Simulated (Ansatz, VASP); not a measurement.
**TiC in two plane-wave programs**

Aim: how closely do two programs agree when they are given the same cell, functional and k mesh? The cell is taken from a series of runs on this material, whose earlier steps may have relaxed, scaled, displaced or heated it; both programs get it as it stands.

Method: plane waves, with VASP 6.6.1 beside it; zone-centre phonons at LDA, in Ansatz 0.2.0.

### 1. The structure

It takes space group I4/mmm (No. 139, tetragonal). The conventional cell has a = 3.073 Å, b = 3.073 Å, c = 4.225 Å, α = 90.00°, β = 90.00°, γ = 90.00°. Nearest to C lie 6 Ti at 2.11 to 2.17 Å. Ti has 6 C at 2.11 to 2.17 Å nearest. Farther neighbours are not listed.

### 2. VASP: zone-centre phonons, LDA, pair 1

Second derivatives magnify differences that forces hide, and they need a tight electronic threshold.

Lines of VASP's logs that name or quote its potential files are left out, and so is its time.

INCAR reads:

```
SYSTEM = TiC
PREC = Accurate
ENCUT = 600
EDIFF = 1E-08
NELM = 120
ISMEAR = 1
SIGMA = 0.2
LREAL = .FALSE.
ALGO = Normal
GGA = CA
NBANDS = 14
LASPH = .TRUE.
LORBIT = 11
LWAVE = .FALSE.
LCHARG = .FALSE.
ISIF = 2
IBRION = 8
GGA_COMPAT = .FALSE.
KPAR = 2
```

POSCAR reads:

```
TiC
1.0
    0.0000000000      2.1730216472      2.1123479000
    2.1730216472      0.0000000000      2.1123479000
    2.1730216472      2.1730216472      0.0000000000
C Ti
1 1
Direct
    0.5000000000      0.5000000000      0.5000000000
    0.0000000000      0.0000000000      0.0000000000
```

KPOINTS reads:

```
Automatic mesh
0
Gamma
16 16 16
0 0 0
```

The projector-augmented-wave data sets are C and Ti_sv (LDA family, release 64).

Command:

```console
$ mpirun -np 2 vasp_std
```

Numbers of over 12 decimals in the logs are rounded to 6 here.

What it wrote:

```text
[banner, memory and clock lines left out]
running    2 mpi-ranks, on    1 nodes
 distrk:  each k-point on    1 cores,    2 groups
 distr:  one band on    1 cores,    1 groups

 POSCAR found type information on POSCAR C Ti
 POSCAR found :  2 types and       2 ions
 LDA part: xc-table for (Slater(with rela. corr.)+CA(PZ))
 , standard interpolation
 POSCAR, INCAR and KPOINTS ok, starting setup
 FFT: planning ... GRIDC
 FFT: planning ... GRID_SOFT
 FFT: planning ... GRID
 WAVECAR not read
 entering main loop
       N       E                     dE             d eps       ncg     rms          rms(c)
DAV:   1     0.126341157618E+03    0.12634E+03   -0.89637E+03  9792   0.151E+03
DAV:   2    -0.171921825529E+02   -0.14353E+03   -0.13556E+03 10312   0.370E+02
DAV:   3    -0.256647740423E+02   -0.84726E+01   -0.82627E+01 13132   0.865E+01
DAV:   4    -0.260193742827E+02   -0.35460E+00   -0.35433E+00 12092   0.161E+01
DAV:   5    -0.260288121970E+02   -0.94379E-02   -0.94372E-02 13392   0.225E+00    0.184E+01
DAV:   6    -0.212319651744E+02    0.47968E+01   -0.13493E+01 13962   0.605E+01    0.709E+00
DAV:   7    -0.205683541170E+02    0.66361E+00   -0.24114E+00 11916   0.234E+01    0.512E+00
DAV:   8    -0.205372618743E+02    0.31092E-01   -0.11959E-01 10780   0.379E+00    0.356E+00
DAV:   9    -0.205152391121E+02    0.22023E-01   -0.12087E-01 12050   0.443E+00    0.665E-01
DAV:  10    -0.205147803492E+02    0.45876E-03   -0.11681E-02 13140   0.136E+00    0.640E-01
DAV:  11    -0.205125212753E+02    0.22591E-02   -0.48520E-03 10666   0.104E+00    0.201E-01
DAV:  12    -0.205124295323E+02    0.91743E-04   -0.32436E-04 11968   0.200E-01    0.481E-02
DAV:  13    -0.205124197066E+02    0.98257E-05   -0.45504E-05 11244   0.582E-02    0.114E-02
DAV:  14    -0.205124187105E+02    0.99617E-06   -0.25119E-06 12192   0.259E-02    0.492E-03
DAV:  15    -0.205124186694E+02    0.41101E-07   -0.23330E-07 11206   0.591E-03    0.154E-03
DAV:  16    -0.205124186511E+02    0.18262E-07   -0.50210E-08 12604   0.164E-03    0.543E-04
DAV:  17    -0.205124186484E+02    0.27242E-08   -0.26948E-09  5912   0.481E-04
   1 F= -.20512419E+02 E0= -.20512447E+02  d E =0.860773E-04
 Linear response reoptimize wavefunctions to high precision
DAV:   1    -0.205124186483E+02    0.85038E-10   -0.49369E-10  6970   0.209E-04
 Linear response DOF=           4
 Linear response progress:
  Degree of freedom:   1/  4
       N       E                     dE             d eps       ncg     rms          rms(c)
RMM:   1    -0.124085842624E+00   -0.12409E+00   -0.46937E-02 38067   0.215E+00
RMM:   2    -0.115335706209E+00    0.87501E-02   -0.50443E-03 33637   0.527E-01    0.139E-01
RMM:   3    -0.115957997676E+00   -0.62229E-03   -0.17531E-03 34738   0.226E-01    0.641E-02
RMM:   4    -0.116908523728E+00   -0.95053E-03   -0.64357E-04 35593   0.138E-01    0.143E-02
RMM:   5    -0.117020271477E+00   -0.11175E-03   -0.13587E-04 40554   0.538E-02    0.275E-03
RMM:   6    -0.117008538670E+00    0.11733E-04   -0.18367E-05 40148   0.216E-02    0.144E-03
RMM:   7    -0.117000399225E+00    0.81394E-05   -0.36822E-06 40695   0.102E-02    0.656E-04
RMM:   8    -0.117005322502E+00   -0.49233E-05   -0.77020E-07 40884   0.491E-03    0.303E-04
RMM:   9    -0.117002733326E+00    0.25892E-05    0.69494E-08 40971   0.260E-03    0.106E-04
RMM:  10    -0.117002880081E+00   -0.14675E-06   -0.50955E-07 40608   0.138E-03    0.472E-05
RMM:  11    -0.117002870262E+00    0.98188E-08    0.80287E-08 42165   0.732E-04    0.178E-05
 first order change of Fermi-energy  -0.30888E-03
 force on displaced ion       1 direction 1 :  -8.942   0.000   0.000
 Linear response progress:
  Degree of freedom:   2/  4
       N       E                     dE             d eps       ncg     rms          rms(c)
RMM:   1    -0.126996357407E+00   -0.12700E+00   -0.56317E-02 20442   0.244E+00
RMM:   2    -0.116675617564E+00    0.10321E-01   -0.62775E-03 18956   0.598E-01    0.147E-01
RMM:   3    -0.117320765138E+00   -0.64515E-03   -0.21329E-03 19491   0.254E-01    0.674E-02
RMM:   4    -0.118343712861E+00   -0.10229E-02   -0.72168E-04 19682   0.151E-01    0.152E-02
RMM:   5    -0.118464204024E+00   -0.12049E-03   -0.17199E-04 22632   0.624E-02    0.354E-03
RMM:   6    -0.118466999746E+00   -0.27957E-05   -0.22460E-05 22325   0.259E-02    0.189E-03
RMM:   7    -0.118460498408E+00    0.65013E-05   -0.51074E-06 22556   0.125E-02    0.897E-04
RMM:   8    -0.118463686175E+00   -0.31878E-05   -0.11485E-06 22312   0.627E-03    0.393E-04
RMM:   9    -0.118460669816E+00    0.30164E-05   -0.42886E-07 22668   0.324E-03    0.127E-04
RMM:  10    -0.118461008633E+00   -0.33882E-06   -0.89193E-07 22562   0.175E-03    0.725E-05
RMM:  11    -0.118460908832E+00    0.99801E-07   -0.53408E-08 22712   0.907E-04    0.468E-05
RMM:  12    -0.118460903831E+00    0.50007E-08   -0.13101E-07 23645   0.479E-04    0.370E-05
RMM:  13    -0.118460833684E+00    0.70147E-07   -0.25967E-07 22358   0.274E-04    0.190E-05
RMM:  14    -0.118460892665E+00   -0.58981E-07   -0.95554E-08 22581   0.164E-04    0.225E-05
RMM:  15    -0.118460896938E+00   -0.42728E-08   -0.89568E-09 21992   0.916E-05    0.468E-06
 first order change of Fermi-energy   0.47483E-03
 force on displaced ion       1 direction 3 :   0.000   0.000 -11.587
 Linear response progress:
  Degree of freedom:   3/  4
       N       E                     dE             d eps       ncg     rms          rms(c)
RMM:   1    -0.693828690850E+00   -0.69383E+00    0.69167E+00 17544   0.130E+02
RMM:   2    -0.669977435305E+00    0.23851E-01   -0.23391E-01 29232   0.495E+00    0.220E-01
RMM:   3    -0.669063626505E+00    0.91381E-03   -0.18214E-02 34653   0.117E+00    0.108E-01
RMM:   4    -0.668348457822E+00    0.71517E-03   -0.74903E-03 38175   0.506E-01    0.212E-02
RMM:   5    -0.668919718784E+00   -0.57126E-03   -0.11574E-03 40444   0.202E-01    0.991E-03
RMM:   6    -0.669215483216E+00   -0.29576E-03   -0.30068E-04 40855   0.872E-02    0.757E-03
RMM:   7    -0.669465364056E+00   -0.24988E-03   -0.77411E-05 37841   0.435E-02    0.293E-03
RMM:   8    -0.669680447267E+00   -0.21508E-03   -0.34838E-05 37817   0.252E-02    0.309E-03
RMM:   9    -0.669560621826E+00    0.11983E-03   -0.17825E-05 37553   0.154E-02    0.868E-04
RMM:  10    -0.669587816576E+00   -0.27195E-04   -0.13410E-05 40827   0.882E-03    0.242E-04
RMM:  11    -0.669599639764E+00   -0.11823E-04   -0.10173E-05 41415   0.574E-03    0.524E-05
RMM:  12    -0.669598857458E+00    0.78231E-06   -0.75802E-06 43074   0.402E-03    0.737E-05
RMM:  13    -0.669600219655E+00   -0.13622E-05   -0.62223E-06 41231   0.300E-03    0.718E-05
RMM:  14    -0.669596103876E+00    0.41158E-05   -0.44944E-06 38067   0.248E-03    0.208E-04
RMM:  15    -0.669602058252E+00   -0.59544E-05   -0.38698E-06 35480   0.207E-03    0.631E-05
RMM:  16    -0.669602692961E+00   -0.63471E-06   -0.30189E-06 40942   0.164E-03    0.502E-05
RMM:  17    -0.669603089487E+00   -0.39653E-06   -0.22434E-06 41094   0.137E-03    0.471E-05
RMM:  18    -0.669603161944E+00   -0.72457E-07   -0.18998E-06 43829   0.117E-03    0.530E-05
RMM:  19    -0.669603454559E+00   -0.29262E-06   -0.14807E-06 39292   0.101E-03    0.590E-05
RMM:  20    -0.669603478969E+00   -0.24410E-07   -0.11762E-06 43300   0.870E-04    0.651E-05
RMM:  21    -0.669603575055E+00   -0.96086E-07   -0.94365E-07 37101   0.759E-04    0.675E-05
RMM:  22    -0.669603692525E+00   -0.11747E-06   -0.71337E-07 38709   0.666E-04    0.719E-05
RMM:  23    -0.669603631347E+00    0.61178E-07   -0.54438E-07 36627   0.585E-04    0.762E-05
 first order change of Fermi-energy   0.38462E-03
 force on displaced ion       2 direction 1 :  -8.966   0.000   0.000
 Linear response progress:
  Degree of freedom:   4/  4
       N       E                     dE             d eps       ncg     rms          rms(c)
RMM:   1    -0.654775405539E+00   -0.65478E+00    0.10656E+01  9920   0.133E+02
RMM:   2    -0.631039173474E+00    0.23736E-01   -0.23978E-01 16359   0.495E+00    0.226E-01
RMM:   3    -0.629918370592E+00    0.11208E-02   -0.18612E-02 19364   0.116E+00    0.111E-01
RMM:   4    -0.629025215929E+00    0.89315E-03   -0.77616E-03 21061   0.510E-01    0.219E-02
RMM:   5    -0.629500010352E+00   -0.47479E-03   -0.12282E-03 22379   0.203E-01    0.109E-02
RMM:   6    -0.629781326918E+00   -0.28132E-03   -0.29846E-04 22467   0.858E-02    0.871E-03
RMM:   7    -0.630048016017E+00   -0.26669E-03   -0.68989E-05 20731   0.419E-02    0.349E-03
RMM:   8    -0.630249519050E+00   -0.20150E-03   -0.29206E-05 21045   0.239E-02    0.280E-03
RMM:   9    -0.630155069821E+00    0.94449E-04   -0.17450E-05 21193   0.135E-02    0.475E-04
RMM:  10    -0.630167911977E+00   -0.12842E-04   -0.15193E-05 22925   0.761E-03    0.211E-04
RMM:  11    -0.630176403471E+00   -0.84915E-05   -0.11873E-05 22812   0.478E-03    0.453E-05
RMM:  12    -0.630175881458E+00    0.52201E-06   -0.97779E-06 23753   0.327E-03    0.831E-05
RMM:  13    -0.630175718706E+00    0.16275E-06   -0.74506E-06 23736   0.239E-03    0.120E-04
RMM:  14    -0.630175905554E+00   -0.18685E-06   -0.61124E-06 23403   0.186E-03    0.134E-04
RMM:  15    -0.630175995244E+00   -0.89691E-07   -0.52230E-06 23249   0.151E-03    0.143E-04
RMM:  16    -0.630176213529E+00   -0.21828E-06   -0.44795E-06 22257   0.126E-03    0.144E-04
 first order change of Fermi-energy  -0.24751E-03
 force on displaced ion       2 direction 3 :   0.000   0.000 -11.627
 Linear response finished
```

OUTCAR, selected parts (step 2):

```text
ion  position               nearest neighbor table
   1  0.500  0.500  0.500-   2 2.11   2 2.11   2 2.17   2 2.17   2 2.17   2 2.17
   2  0.000  0.000  0.000-   1 2.11   1 2.11   1 2.17   1 2.17   1 2.17   1 2.17

  LATTYP: Found a body centered tetragonal cell.
 ALAT       =     3.0731166848
 C/A-ratio  =     1.3747267785

 Subroutine GETGRP returns: Found 16 space group operations
 (whereof 16 operations were pure point group operations)

The static configuration has the point symmetry D_4h.

 Found    349 irreducible k-points:

   k-points           NKPTS =    349   k-points in BZ     NKDIM =    349   number of bands    NBANDS=     14

   dimension x,y,z NGX =    24 NGY =   24 NGZ =   28
   dimension x,y,z NGXF=    48 NGYF=   48 NGZF=   56

   ENCUT  =  600.0 eV  44.10 Ry    6.64 a.u.   6.05  6.05  6.14*2*pi/ulx,y,z

   NELECT =      16.0000    total number of electrons

 k-points in reciprocal lattice and weights: Automatic mesh
   0.00000000  0.00000000  0.00000000       0.000
   0.06250000  0.00000000  0.00000000       0.002
   0.12500000  0.00000000  0.00000000       0.002
   0.18750000 -0.00000000  0.00000000       0.002
   0.25000000  0.00000000  0.00000000       0.002
   0.31250000  0.00000000  0.00000000       0.002
   0.37500000 -0.00000000  0.00000000       0.002
   0.43750000 -0.00000000  0.00000000       0.002
   0.50000000  0.00000000  0.00000000       0.001
[...]
-0.31250000  0.18750000  0.50000000       0.001
  -0.25000000  0.25000000  0.50000000       0.000

 average (electrostatic) potential at core
       1 -48.5518       2 -70.9411

  Total       -1.4009534     -1.4009534      0.0814132      0.0000000      0.0000000      0.0000000
  in kB     -112.5150756   -112.5150756      6.5385526      0.0000000      0.0000000      0.0000000
  external PRESSURE =     -72.8305329 kB  Pullay stress =       0.0000000 kB

  energy-cutoff  :      600.00
  volume of cell :       19.95
      direct lattice vectors                 reciprocal lattice vectors
     0.000000000  2.173021647  2.112347900    -0.230094348  0.230094348  0.236703433
     2.173021647  0.000000000  2.112347900     0.230094348 -0.230094348  0.236703433
     2.173021647  2.173021647  0.000000000     0.230094348  0.230094348 -0.236703433

 POSITION                                       TOTAL-FORCE (eV/Angst)
 -----------------------------------------------------------------------------------
      2.17302      2.17302      2.11235         0.000000     -0.000000     -0.000000
      0.00000      0.00000      0.00000        -0.000000      0.000000      0.000000
 -----------------------------------------------------------------------------------
    total drift:                                0.000000     -0.000000     -0.000000

 Eigenvectors and eigenvalues of the dynamical matrix
 ----------------------------------------------------

   1 f  =   17.179250 THz   107.940413 2PiTHz  573.038107 cm-1    71.047638 meV
             X         Y         Z           dx          dy          dz
      2.173022  2.173022  2.112348     0.000000    0.000000    0.893809
      0.000000  0.000000  0.000000     0.000000    0.000000   -0.448447

   2 f  =   15.090413 THz    94.815862 2PiTHz  503.362001 cm-1    62.408906 meV
             X         Y         Z           dx          dy          dz
      2.173022  2.173022  2.112348     0.893880    0.000000    0.000000
      0.000000  0.000000  0.000000    -0.448306    0.000000    0.000000

   3 f  =   15.090413 THz    94.815862 2PiTHz  503.362001 cm-1    62.408906 meV
             X         Y         Z           dx          dy          dz
      2.173022  2.173022  2.112348     0.000000    0.893880    0.000000
      0.000000  0.000000  0.000000     0.000000   -0.448306    0.000000

   4 f/i=    0.008115 THz     0.050989 2PiTHz    0.270693 cm-1     0.033562 meV
             X         Y         Z           dx          dy          dz
      2.173022  2.173022  2.112348    -0.448306    0.000000    0.000000
      0.000000  0.000000  0.000000    -0.893880    0.000000    0.000000

   5 f/i=    0.008115 THz     0.050989 2PiTHz    0.270693 cm-1     0.033562 meV
             X         Y         Z           dx          dy          dz
      2.173022  2.173022  2.112348     0.000000   -0.448306    0.000000
      0.000000  0.000000  0.000000     0.000000   -0.893880    0.000000

   6 f/i=    0.011946 THz     0.075061 2PiTHz    0.398486 cm-1     0.049406 meV
             X         Y         Z           dx          dy          dz
      2.173022  2.173022  2.112348     0.000000    0.000000   -0.448447
      0.000000  0.000000  0.000000     0.000000    0.000000   -0.893809

 ELASTIC MODULI CONTR FROM IONIC RELAXATION (kBar)
 Direction    XX          YY          ZZ          XY          YZ          ZX
 --------------------------------------------------------------------------------
 XX           0.0000      0.0000      0.0000      0.0000      0.0000      0.0000
 YY           0.0000      0.0000      0.0000      0.0000      0.0000      0.0000
 ZZ           0.0000      0.0000      0.0000      0.0000      0.0000      0.0000
 XY           0.0000      0.0000      0.0000      0.0000      0.0000      0.0000
 YZ           0.0000      0.0000      0.0000      0.0000      0.0000      0.0000
 ZX           0.0000      0.0000      0.0000      0.0000      0.0000      0.0000
 --------------------------------------------------------------------------------
```

[end of part 1 of 2]

[Lines on the potential files, build, host, timing and source positions are cut from VASP's logs without a mark.]

[Logs are printed without paths, hosts, clocks, repeated set-up lines and the standing remarks that a program may print on its own settings, such as how far it seeks lower states.]

[Hosts, paths, dates, database ids (printed as entryN), source tags and the programs' standing remarks are cut or masked in the printed files.]
